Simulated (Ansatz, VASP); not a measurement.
# InGaP2: VASP beside Ansatz

Wanted: the spread between two codes on one cell, functional and k mesh. Of the first pair: The cell is taken from a series of runs on this material, whose earlier steps may have relaxed, scaled, displaced or heated it; both programs get it as it stands.

Main program and level: Ansatz 0.2.0; plane waves, with VASP 6.6.1 beside it; relaxation of cell and atoms at PBEsol and single point at PBEsol.

### 1. The structure

It takes space group R3m (No. 160, trigonal). The conventional cell has a = 3.999 Å, b = 3.999 Å, c = 19.686 Å, α = 90.00°, β = 90.00°, γ = 120.00°. Nearest to In lie 4 P at 2.49 to 2.54 Å. Nearest to Ga lie 4 P at 2.35 to 2.42 Å. Nearest to P lie 1 Ga at 2.35 Å and 3 In at 2.49 Å. Nearest to P lie 3 Ga at 2.42 Å and 1 In at 2.54 Å. Farther neighbours are not listed.

### 2. Ansatz: relaxation of cell and atoms, PBEsol

Ansatz runs on its default PAW (the set named soft_2) files.

The relaxed volume is the usual yardstick between codes: in a stiff, nearly cubic crystal its relative difference is about their pressure difference at one cell divided by the bulk modulus.

Contents of input.yaml:

```yaml
crystal:
  lattice:
    - [1.9994999268, 1.1544119858, 6.5618687526]
    - [-1.9994999268, 1.1544119858, 6.5618687526]
    - [0.0, -2.3088234771, 6.5618688396]
  atoms:
    - { symbol: In, position: [0.4992873689, 0.4992873689, 0.4992873689] }
    - { symbol: Ga, position: [0.9999360519, 0.9999360519, 0.9999360519] }
    - { symbol: P, position: [0.8806368595, 0.8806368595, 0.8806368595] }
    - { symbol: P, position: [0.3701407197, 0.3701407197, 0.3701407197] }
kpoints:
  mp_grid: { grid: [12, 12, 12] }
hamiltonian:
  xc: pbesol
scf:
  occupations: { method: fixed }
output:
  forces: true
  stress: true
  eigenvalues: true
relax:
  adjacent_minimum: "off"
  f_tol: 0.001
  max_steps: 60
  cell: { stress_tol: 0.01 }
```

Command:

```
ansatz run input.yaml --threads 4 --pin off --max-ram 8192MiB --backend cpu --events-out ev --progress --plain --runs-dir out
```

Numbers of over 12 decimals in the logs are rounded to 6 here.

Log:

```text
basis.fft_grid_basis auto: the FFT boxes are laid along the combinations [[1, 0, -1], [0, 1, -1], [0, 0, 1]] of the cell's own vectors, 3.999, 3.999 and 6.956 Å long. The dense box has 27×27×48 points. Along the cell's own vectors, as sized, it would have 48×48×48, 3.16 times as many. Of the 6 symmetry operations that the crystal satisfies within crystal.symmetry.tolerance (time reversal apart; of a slab, those that  [...]
Engine: ansatz 0.2.0, aarch64-unknown-linux-gnu
Pseudopotentials: kind: paw
Pseudopotential: In, paw, valence charge 13, recommended cutoff 420 eV (normal), In.paw.azcp
Pseudopotential: Ga, paw, valence charge 13, recommended cutoff 420 eV (normal), Ga.paw.azcp
Pseudopotential: P, paw, valence charge 5, recommended cutoff 420 eV (normal), P.paw.azcp
Functional definition: PBEsol
  exchange = pbesol_x
  correlation = pbesol_c
Crystal: 4 atoms, lattice volume = 90.878 Å³
Basis set: ecut = 420 eV, 1779 PW (Γ), FFT grids on a1−a3, a2−a3, a3, exchange–correlation on 54×54×96 points (8 copies of the dense FFT grid, shifted against one another)
Bands: 22, of which v1, the nominal top of the filled ones, is band 18 counted from 1 (17 counted from 0)
Symmetry: 6 space group operations
Space group: R3m (ITA 160), of the structure as read, at distance tolerance 4.5e-5 Å
k-points: 189 of 1728 (time reversal used)
Non-local potential: In, projectors of the file, l = 0: 2, l = 1: 2, l = 2: 2, l = 3: 2
Non-local potential: Ga, projectors of the file, l = 0: 2, l = 1: 2, l = 2: 3, l = 3: 1
Non-local potential: P, projectors of the file, l = 0: 2, l = 1: 2, l = 2: 2
PAW form: soft (Blöchl's): semilocal exchange-correlation on the pseudo side does not see the compensation charge
PAW frozen core: In, regenerated for the run's functional, and the local potential with it (the file was generated under x = pbe(κ = 0.804, μ = 0.219515), c = pbe(β = 0.066725))
PAW frozen core: Ga, regenerated for the run's functional, and the local potential with it (the file was generated under x = pbe(κ = 0.804, μ = 0.219515), c = pbe(β = 0.066725))
PAW frozen core: P, regenerated for the run's functional, and the local potential with it (the file was generated under x = pbe(κ = 0.804, μ = 0.219515), c = pbe(β = 0.066725))
PAW one-centre angular grid: In, 590 points (default); XC on 64 Gauss nodes
PAW one-centre angular grid: Ga, 590 points (default); XC on 64 Gauss nodes
PAW one-centre angular grid: P, 110 points (default); XC on 64 Gauss nodes
Initial density: superposition of atomic densities (neutral atoms: chi_scale 0, normalization atom), corrected by the library's trained network
Initial wavefunctions: pseudopotential atomic-orbital guess
Functional: x = pbesol(κ = 0.804, μ = 0.123457), c = pbesol(β = 0.046)
SCF iter   1: F=—  HF=-10749.795012 eV  |F-HF|=—  |Δ(HF+E_count)|=         —  Δρ=5.08e-3  dr2=3.91e-2  ethr=1.77e-3  ⟨swp⟩=5.2  Hψ=18098  notcnv=0  defer=350
preconditioner: auto → Resta (q_TF=auto, 2.338 Å⁻¹)  ε∞=4.0  [insulator: Δε(μ)=0.657 eV  Ē_g=13.480 eV  n_scr=22 (ndim 8)  ℏωp=23.4 eV  f_vac=0.015  ε∞_Penn≈4.0]
SCF iter   2: F=—  HF=-10749.781300 eV  |F-HF|=—  |Δ(HF+E_count)|=   1.37e-2  Δρ=2.26e-3  dr2=7.15e-3  ethr=1.09e-4  ⟨swp⟩=2.2  Hψ=6929  notcnv=0  defer=378
SCF iter   3: F=—  HF=-10749.779721 eV  |F-HF|=—  |Δ(HF+E_count)|=   1.58e-3  Δρ=6.87e-4  dr2=4.76e-4  ethr=1.99e-5  ⟨swp⟩=3.0  Hψ=8318  notcnv=0  defer=378
SCF iter   4: F=—  HF=-10749.779658 eV  |F-HF|=—  |Δ(HF+E_count)|=   6.33e-5  Δρ=3.23e-4  dr2=1.52e-4  ethr=1.32e-6  ⟨swp⟩=2.0  Hψ=7918  notcnv=0  defer=373
SCF iter   5: F=—  HF=-10749.779688 eV  |F-HF|=—  |Δ(HF+E_count)|=   3.01e-5  Δρ=1.07e-4  dr2=1.69e-5  ethr=4.23e-7  ⟨swp⟩=2.0  Hψ=7508  notcnv=0  defer=364
SCF iter   6: F=—  HF=-10749.779701 eV  |F-HF|=—  |Δ(HF+E_count)|=   1.26e-5  Δρ=3.62e-5  dr2=1.43e-6  ethr=4.68e-8  ⟨swp⟩=2.0  Hψ=6447  notcnv=0  defer=351
SCF iter   7: F=-10749.779702 eV  HF=-10749.779702 eV  |F-HF|=7.72e-8  |Δ(HF+E_count)|=   1.86e-6  Δρ=8.46e-6  dr2=7.40e-8  ethr=2.78e-10  ⟨swp⟩=8.8  Hψ=27572  notcnv=0
SCF 1 converged in 7 iterations: F = -10749.779702 eV  dr2 = 7.40e-8
  greatest PAW one-centre occupation: 0.994 electrons in one spin orbital (limit 2), on the Ga atom at site 1 (counted from 0), in its partial waves of l = 2
relax step   1: F+E_penalty+E_count = -10749.77970245 eV  Δ(F+E_penalty+E_count) = +0.000e0 eV  max|allowed force component| = 1.002e-3 eV/Å  Δτ_max = 0.0000 Å  P = -0.007 GPa  Ω = 90.878 Å³  (7 SCF iters, dr2 threshold 1.00e-7 eV, accepted)
[...]
relax step   2: F+E_penalty+E_count = -10749.77970482 eV  Δ(F+E_penalty+E_count) = -2.372e-6 eV  max|allowed force component| = 2.979e-4 eV/Å  Δτ_max = 0.0001 Å  P = -0.000 GPa  Ω = 90.870 Å³  energy of the carried Pulay correction = +2.051e-6 eV  (5 SCF iters, dr2 threshold 2.51e-10 eV, accepted)
[...]
relax step   3: F+E_penalty+E_count = -10749.77970231 eV  Δ(F+E_penalty+E_count) = +2.513e-6 eV  max|allowed force component| = 2.990e-4 eV/Å  Δτ_max = 0.0000 Å  P = -0.000 GPa  Ω = 90.870 Å³  stress off target by 1.66e-3 GPa  SCF on the basis re-selected at this cell (its energy is not comparable with the rows above)  (8 SCF iters)
basis re-selected at this cell: Δ(F+E_penalty+E_count) = +2.513e-6 eV, ΔP = -0.000 GPa vs the last step (what re-selecting the basis moved, of the pressure what is left beyond the Pulay correction that the steps carried, after the strain that the cell walked since its last selection, with what the two solves' SCF thresholds leave and, on support functions, any second-order correction that the steps lacked; it is no m [...]
SCF converged after 8 iterations
Free energy (F): -10749.779702 eV
Harris-Foulkes:  -10749.779702 eV  (|F-HF|=0.00e0)
Internal energy: -10749.779702 eV  (E = F + TS)
E sigma→0 (E₀):  -10749.779702 eV
Fermi energy:    7.048600 eV
--- Per-component energies (eV) ---
  E_band       = -114.589256
  E_kinetic    = 499.501712
  E_local      = -3617.702921  (includes V_loc(G=0)·N_el)
  E_nonlocal   = 863.098934
  E_hartree    = 1575.466690
  E_xc         = -403.589536
  E_vxc        = -278.934495  (∫ρ·V_xc dr)
  E_paw        = -7143.126571  (= ΣΔE_a)
  E_vpaw       = -731.485841  (= ΣTr[D̂ρ^β])
  E_aug_tail   = -0.000079  (compensation charges beyond the density's cutoff)
  E_ewald      = -2524.619003
  E_core_change = 1.191072  (= ΣΔE_core)
  E_smearing   = -0.000000  (= −TS)
  E_closure    = -0.000000  (closes the sum)
  Σ components = -10749.779702   (vs F -10749.779702, Δ=0.00e0)
--- Forces (eV/Å), atoms counted from 1 ---
  atom   1  In     0.00000000     0.00000000     0.00025189
  atom   2  Ga     0.00000000    -0.00000000    -0.00010788
  atom   3  P      0.00000000     0.00000000     0.00015503
  atom   4  P      0.00000000    -0.00000000    -0.00029900
  max |Σ_I F_I| component: 3.41e-8 eV/Å
--- Stress (GPa, compression-positive) ---
       -0.000947       0.000000       0.000000
        0.000000      -0.000947       0.000000
        0.000000       0.000000       0.001655
  P = ⅓ Tr σ = -0.0001 GPa (-0.001 kbar)
--- Band table (eV; the first three rows and the last of 189) ---
  k-point 0: bands = [... 14 lower, 5.7930, 6.8261, 7.0486, 7.0486, 7.7058, 8.6922, 10.7623, 10.7623]
  k-point 1: bands = [... 14 lower, 5.6989, 6.2829, 6.7569, 6.8827, 8.3556, 9.1459, 10.6370, 10.9983]
  k-point 2: bands = [... 14 lower, 5.1416, 5.4680, 6.4221, 6.4955, 9.0599, 9.7614, 10.4578, 11.3309]
  k-point 188: bands = [... 14 lower, 6.0071, 6.0071, 6.6548, 6.6548, 8.2077, 9.4197, 11.2468, 11.2468]
--- Relaxed structure (2 steps of the walk, 2 accepted, 1 SCFs on fresh bases) ---
  F+E_penalty+E_count = -10749.77970231 eV   max|allowed force component| = 2.990e-4 eV/Å   (the final SCF, on the basis selected at the relaxed cell)
  cell:  # Å, volume = 90.8698 Å³
    - [1.999471, 1.154395, 6.561434]
    - [-1.999471, 1.154395, 6.561434]
    - [0, -2.308790, 6.561434]
  atoms:
    - { symbol: In, position: [0.499283, 0.499283, 0.499283] }
    - { symbol: Ga, position: [0.999942, 0.999942, 0.999942] }
    - { symbol: P, position: [0.880636, 0.880636, 0.880636] }
    - { symbol: P, position: [0.370140, 0.370140, 0.370140] }
```

Reading the cycles: dr2 is the Hartree energy of the density residual (eV), the measure of convergence; HF is the Harris–Foulkes estimate of the energy, which meets the free energy F at convergence.

### 3. VASP: relaxation of cell and atoms, PBEsol

The same cell, functional and mesh now go to VASP, with its own data sets.

Lines of VASP's logs that name or quote its potential files are left out, and so is its time.

Contents of INCAR:

```
SYSTEM = InGaP2
PREC = Accurate
ENCUT = 500
EDIFF = 1E-07
NELM = 120
ISMEAR = 0
SIGMA = 0.01
LREAL = .FALSE.
ALGO = Normal
GGA = PS
NBANDS = 24
LORBIT = 11
LWAVE = .FALSE.
LCHARG = .FALSE.
ISIF = 3
IBRION = 2
NSW = 80
EDIFFG = -0.005
LASPH = .TRUE.
GGA_COMPAT = .FALSE.
NELMIN = 4
EFERMI = MIDGAP
KPAR = 2
```

Contents of POSCAR:

```
InGaP2
1.0
    1.9995000000      1.1544120000      6.5618690000
   -1.9995000000      1.1544120000      6.5618690000
    0.0000000000     -2.3088230000      6.5618690000
In Ga P
1 1 2
Direct
    0.4992873007      0.4992873007      0.4992875169
    0.9999358495      0.9999358495      0.9999362826
    0.8806367260      0.8806367260      0.8806371074
    0.3701406793      0.3701406793      0.3701408396
```

Contents of KPOINTS:

```
Automatic mesh
0
Gamma
12 12 12
0 0 0
```

The projector-augmented-wave data sets are In_d, Ga_d and P (PBE family, release 64).

Command:

```
mpirun -np 2 vasp_std
```

Log:

```text
[banner, memory and clock lines left out]
running    2 mpi-ranks, on    1 nodes
 distrk:  each k-point on    1 cores,    2 groups
 distr:  one band on    1 cores,    1 groups

 POSCAR found type information on POSCAR InGaP
 POSCAR found :  3 types and       4 ions
|                                                                             |
|               ----> ADVICE to this user running VASP <----                  |
|                                                                             |
|     You enforced a specific xc type in the INCAR file but a different       |
|     [... a line on the potential file left out ...]
|     I HOPE YOU KNOW WHAT YOU ARE DOING!                                     |
|                                                                             |

 LDA part: xc-table for (Slater+PW92), standard interpolation
 POSCAR, INCAR and KPOINTS ok, starting setup
 FFT: planning ... GRIDC
 FFT: planning ... GRID_SOFT
 FFT: planning ... GRID
 WAVECAR not read
 entering main loop
       N       E                     dE             d eps       ncg     rms          rms(c)
DAV:   1     0.257671694244E+03    0.25767E+03   -0.17076E+04  9376   0.190E+03
DAV:   2     0.746380047611E+01   -0.25021E+03   -0.24347E+03  9576   0.426E+02
DAV:   3    -0.187458360714E+02   -0.26210E+02   -0.26009E+02 11424   0.132E+02
DAV:   4    -0.196061526848E+02   -0.86032E+00   -0.85929E+00 11272   0.260E+01
DAV:   5    -0.196378905685E+02   -0.31738E-01   -0.31731E-01 13232   0.446E+00    0.722E+00
DAV:   6    -0.190032901786E+02    0.63460E+00   -0.12690E+00 12896   0.168E+01    0.417E+00
DAV:   7    -0.189410628652E+02    0.62227E-01   -0.52146E-01 14704   0.472E+00    0.138E+00
DAV:   8    -0.189344623927E+02    0.66005E-02   -0.73180E-02 12352   0.318E+00    0.628E-01
DAV:   9    -0.189340558881E+02    0.40650E-03   -0.58628E-03 13440   0.111E+00    0.214E-01
DAV:  10    -0.189342596627E+02   -0.20377E-03   -0.74896E-04 13880   0.217E-01    0.141E-01
DAV:  11    -0.189343269642E+02   -0.67302E-04   -0.22355E-04 11360   0.149E-01    0.508E-02
DAV:  12    -0.189343233956E+02    0.35686E-05   -0.22323E-05 11040   0.388E-02    0.164E-02
DAV:  13    -0.189343245734E+02   -0.11778E-05   -0.37010E-06 12096   0.106E-02    0.132E-02
DAV:  14    -0.189343249762E+02   -0.40273E-06   -0.35584E-07  9720   0.394E-03    0.678E-03
DAV:  15    -0.189343250747E+02   -0.98537E-07   -0.29958E-07  9848   0.580E-03
   1 F= -.18934325E+02 E0= -.18934325E+02  d E =-.189343E+02
 curvature:   0.00 expect dE= 0.000E+00 dE for cont linesearch  0.000E+00
 trial: gam= 0.00000 g(F)=  0.199E-05 g(S)=  0.151E-04 ort = 0.000E+00 (trialstep = 0.100E+01)
 search vector abs. value=  0.171E-04
 bond charge predicted
       N       E                     dE             d eps       ncg     rms          rms(c)
DAV:   1    -0.189344792123E+02   -0.15424E-03   -0.33897E-03 11864   0.930E-01    0.770E-02
DAV:   2    -0.189343575054E+02    0.12171E-03   -0.37856E-04 11944   0.344E-01    0.324E-02
DAV:   3    -0.189343304766E+02    0.27029E-04   -0.70153E-05 12032   0.134E-01    0.111E-02
DAV:   4    -0.189343302108E+02    0.26583E-06   -0.89539E-06 10704   0.286E-02    0.884E-03
DAV:   5    -0.189343299987E+02    0.21204E-06   -0.66425E-07 11600   0.128E-02    0.438E-03
DAV:   6    -0.189343302199E+02   -0.22112E-06   -0.38759E-07  9288   0.779E-03    0.107E-03
DAV:   7    -0.189343302168E+02    0.30204E-08   -0.29695E-08  5280   0.244E-03
   2 F= -.18934330E+02 E0= -.18934330E+02  d E =-.514214E-05
 trial-energy change:   -0.000005  1 .order   -0.000004   -0.000017    0.000010
 step:   0.7058(harm=  0.6407)  dis= 0.00015  next Energy=   -18.934332 (dE=-0.652E-05)
 reached required accuracy - stopping structural energy minimisation
```

Parts of OUTCAR (step 3):

```text
ion  position               nearest neighbor table
   1  0.499  0.499  0.499-   3 2.49   3 2.49   3 2.49   4 2.54
   2  1.000  1.000  1.000-   3 2.35   4 2.42   4 2.42   4 2.42
   3  0.881  0.881  0.881-   2 2.35   1 2.49   1 2.49   1 2.49
   4  0.370  0.370  0.370-   2 2.42   2 2.42   2 2.42   1 2.54

  LATTYP: Found a trigonal (rhomboedric) cell.
 ALAT       =     6.9562052938
 COS(alpha) =     0.8347551126

 Subroutine GETGRP returns: Found  6 space group operations
 (whereof  6 operations were pure point group operations)

The static configuration has the point symmetry C_3v.

 Found    189 irreducible k-points:

   k-points           NKPTS =    189   k-points in BZ     NKDIM =    189   number of bands    NBANDS=     24

   dimension x,y,z NGX =    54 NGY =   54 NGZ =   54
   dimension x,y,z NGXF=   108 NGYF=  108 NGZF=  108

   ENCUT  =  500.0 eV  36.75 Ry    6.06 a.u.  12.68 12.68 12.68*2*pi/ulx,y,z

   NELECT =      36.0000    total number of electrons

 k-points in reciprocal lattice and weights: Automatic mesh
   0.00000000  0.00000000  0.00000000       0.001
   0.08333333  0.00000000  0.00000000       0.003
   0.16666667  0.00000000  0.00000000       0.003
   0.25000000  0.00000000  0.00000000       0.003
   0.33333333  0.00000000  0.00000000       0.003
   0.41666667  0.00000000  0.00000000       0.003
   0.50000000  0.00000000  0.00000000       0.002
   0.08333333  0.08333333  0.00000000       0.003
   0.16666667  0.08333333  0.00000000       0.007
[...]
-0.41666667  0.50000000  0.41666667       0.003
   0.50000000  0.50000000  0.50000000       0.001

 average (electrostatic) potential at core
       1 -95.6429       2 -65.0137       3 -82.8637       4 -83.2354

 E-fermi :   5.3086

 k-point     1 :       0.0000    0.0000    0.0000
  band No.  band energies     occupation
    ...
     14       3.7188      2.00000
     15       3.7188      2.00000
     16       4.7538      2.00000
     17       4.9786      2.00000
     18       4.9786      2.00000
     19       5.6386      0.00000
     20       6.6244      0.00000
     21       8.6968      0.00000
     22       8.6968      0.00000
     23       8.7666      0.00000
    ...

 k-point     2 :       0.0833    0.0000    0.0000
  band No.  band energies     occupation
    ...
     14       3.1196      2.00000
     15       3.6246      2.00000
     16       4.2135      2.00000
     17       4.6847      2.00000
     18       4.8123      2.00000
     19       6.2876      0.00000
     20       7.0781      0.00000
     21       8.5711      0.00000
     22       8.9337      0.00000
     23       8.9891      0.00000
    ...

 k-point     3 :       0.1667    0.0000    0.0000
  band No.  band energies     occupation
    ...
     14       2.1181      2.00000
     15       3.0714      2.00000
     16       3.3933      2.00000
     17       4.3492      2.00000
     18       4.4244      2.00000
     19       6.9914      0.00000
     20       7.6938      0.00000
     21       8.3915      0.00000
     22       9.2659      0.00000
     23       9.5203      0.00000
    ...

  Total        0.0096740      0.0096740      0.0167547      0.0000000      0.0000000     -0.0000000
  in kB        0.1706716      0.1706715      0.2955929      0.0000000      0.0000000     -0.0000000
  external PRESSURE =       0.2123120 kB  Pullay stress =       0.0000000 kB

  energy-cutoff  :      500.00
  volume of cell :       90.81
      direct lattice vectors                 reciprocal lattice vectors
     1.999131475  1.154199232  6.559653438     0.250108613  0.144400299  0.050815685
    -1.999131475  1.154199232  6.559653438    -0.250108613  0.144400299  0.050815685
     0.000000000 -2.308397465  6.559653439     0.000000000 -0.288800599  0.050815707

 POSITION                                       TOTAL-FORCE (eV/Angst)
 -----------------------------------------------------------------------------------
      0.00000     -0.00000      9.82550        -0.000000      0.000000      0.000643
      0.00000     -0.00000     19.67749        -0.000000      0.000000      0.002009
      0.00000     -0.00000     17.33023         0.000000     -0.000000     -0.000232
      0.00000     -0.00000      7.28394        -0.000000     -0.000000     -0.002420
 -----------------------------------------------------------------------------------
    total drift:                                0.000000      0.000759     -0.000304

  FREE ENERGIE OF THE ION-ELECTRON SYSTEM (eV)
  ---------------------------------------------------
  free  energy   TOTEN  =       -18.9343302168 eV

  energy  without entropy=      -18.9343302168  energy(sigma->0) =      -18.93433022

 reached required accuracy - stopping structural energy minimisation

 total charge
# of ion       s       p       d       tot
------------------------------------------
    1        0.836   0.828   9.905  11.568
    2        0.862   0.788  10.004  11.653
    3        1.024   1.513   0.000   2.537
    4        1.026   1.462   0.000   2.488
--------------------------------------------------
tot          3.747   4.591  19.909  28.247

[... 3 further parts left out ...]
```

CONTCAR:

```
InGaP2
   1.00000000000000
     1.9991314753306768    1.1541992321176726    6.5596534384476088
    -1.9991314753306768    1.1541992321176726    6.5596534384476088
     0.0000000000000000   -2.3083974647572956    6.5596534385070093
  In              Ga              P
     1     1     2
Direct
     0.4992894740425421    0.4992894740425421    0.4992896902425422
     0.9999249327954534    0.9999249327954534    0.9999253658954519
     0.8806476353032553    0.8806476353032553    0.8806480167032549
     0.3701385133587436    0.3701385133587436    0.3701386736587409
```

The run keeps the 6 symmetry operations of its start, so it cannot find a distortion of lower symmetry.

### 4. Comparison

Known differences besides the potentials themselves: fixed occupations in Ansatz, narrow Gaussian smearing in VASP; the cutoff is 420 eV in Ansatz and 500 eV in VASP; Ansatz makes its cores anew for this functional, VASP keeps those of its PBE data sets; Ansatz adds a Pulay correction to the stress that steers its cell, VASP none. Total energies have different zeros and are not compared.

Both answers:

```csv
quantity,Ansatz,VASP,difference
volume (Å³),90.87,90.81,+0.06 %
"edge a after relaxation, in the typed setting (Å)",6.956,6.954,+0.03 %
```

(Continued in part 2 of 2.)

[Lines on the potential files, build, host, timing and source positions are cut from VASP's logs without a mark.]

[Logs are printed without paths, hosts, clocks, repeated set-up lines and the standing remarks that a program may print on its own settings, such as how far it seeks lower states.]

[Hosts, paths, dates, database ids (printed as entryN), source tags and the programs' standing remarks are cut or masked in the printed files.]
